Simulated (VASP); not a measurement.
Runs of VASP 6.6.1 on CoSi2. The structure is cubic, space group Fm-3m (No. 225). The conventional cell has a = 5.275 Å, b = 5.275 Å, c = 5.275 Å, α = 90.00°, β = 90.00°, γ = 90.00°. Co (site symmetry m-3m) is surrounded by 8 Si at 2.28 Å. Si (site symmetry -43m) has 4 Co at 2.28 Å as nearest neighbours. 

```csv
level,potentials or basis,gap on the mesh (eV),pressure (GPa),relaxed volume (Å³/atom)
LDA,"VASP PAW LDA potentials, release 64 (Co, Si)",none,0.0,-
PBE,"VASP PAW PBE potentials, release 64 (Co, Si)",none,0.0,-
PBEsol,"VASP PAW PBE potentials, release 64 (Co, Si)",none,0.1,(a)
PBE+D3(BJ),"VASP PAW PBE potentials, release 64 (Co, Si)",none,0.1,12.41
```

Alike in all rows: task relaxation of cell and atoms; no spin polarisation; cell relaxed; k mesh 12 × 12 × 12; cutoff (eV) 600; smearing methfessel-paxton 0.1 eV.

Task: Fill in the values left out.

Result: (a) 12.49.

Caveats: the relaxation stopped at its first step, so nothing moved (some runs); the PAW data sets were made with another functional, which shifts forces and pressure a little (some runs); pairwise dispersion overbinds metals, which lowers pressure and volume (some runs).

A gap of «none» marks a metal or a gap under the smearing width.
